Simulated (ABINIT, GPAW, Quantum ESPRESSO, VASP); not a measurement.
ZrCu5 (P1, 6 atoms in the cell) computed with different codes at matched settings

Self-consistent single point.

```xyz
6
Lattice="0.0000 3.4115 3.4115 3.4115 0.0000 3.4115 3.4115 3.4115 0.0000" Properties=species:S:1:pos:R:3 pbc="T T T"
Zr    -0.0511     0.0286     0.0549
Cu     5.1138     5.0893     5.0876
Cu     4.3506     2.4466     4.2519
Cu     2.5734     2.6489     2.6071
Cu     2.6390     4.2221     4.2340
Cu     4.1378     4.3281     2.5280
```

All programs got the same cell, k-point mesh and kind of occupations (in Quantum ESPRESSO's words: occupations = smearing; smearing = gaussian; degauss = 0.0036749 Ry; K_POINTS = automatic 4 4 4 0 0 0); potentials, basis and cutoffs are each program's usual ones.

```csv
code,model,pressure (GPa),largest force (eV/Å),cutoff
Quantum ESPRESSO,"LDA (PZ), PSlibrary PAW (LDA) pseudopotentials",-6.00,1.421,55 Ry
ABINIT,"LDA (PW92), PAW (JTH v2.0 LDA PAW)",-6.15,1.423,30 Ha
GPAW,"LDA (Perdew-Wang 92), GPAW PAW datasets LDA (gpaw-data 1.0.1)",-5.61,1.449,800 eV
VASP,"LDA (PZ), VASP's LDA PAW potentials (set 64)",-7.46,1.406,300 eV
```

Size of the force on each atom (eV/Å): Sizes of forces hide their directions.

```tsv
code	Zr1	Cu2	Cu3	Cu4	Cu5	Cu6
Quantum ESPRESSO	0.599	0.190	1.374	1.421	1.367	1.313
ABINIT	0.589	0.186	1.371	1.423	1.365	1.310
GPAW	0.590	0.193	1.373	1.449	1.401	1.323
VASP	0.619	0.199	1.361	1.406	1.356	1.300
```

The spread over the programs that give each value: pressure within 1.85 GPa; largest force within 0.043 eV/Å.

The starting cell comes from a database of computed structures (which also holds hypothetical and non-ambient phases and stackings), without a prior relaxation at this level. Its atoms were displaced at random from the sites of space group no. 216. On Quantum ESPRESSO's run: Spin polarisation is off. In the base run, with a pressure of about -6 GPa the cell is away from its equilibrium volume at this level. In the base run, forces exceed 1 eV/Å.

Question: Why do the programs differ, and what cannot be compared?

Answer: Differences of this kind can come from the potentials, where these differ, and from what each basis and cutoff leave unconverged. The valence holds different numbers of electrons (Quantum ESPRESSO 67, ABINIT 107, GPAW 67, VASP 67). The zero of total energies and Fermi levels follows the potentials and each program's conventions, so they are not compared here. The same LDA comes in different parametrisations, which differ slightly. In the pressure, VASP (by 1.38) lies more than 1 GPa from the median of the plane-wave programs.

VASP's run is marked for a possible Pulay error in its stress at this cutoff; no cutoff test was made.

Left out of this page: Ansatz, CP2K, FLEUR and SIESTA (not drawn, or without a comparable value).
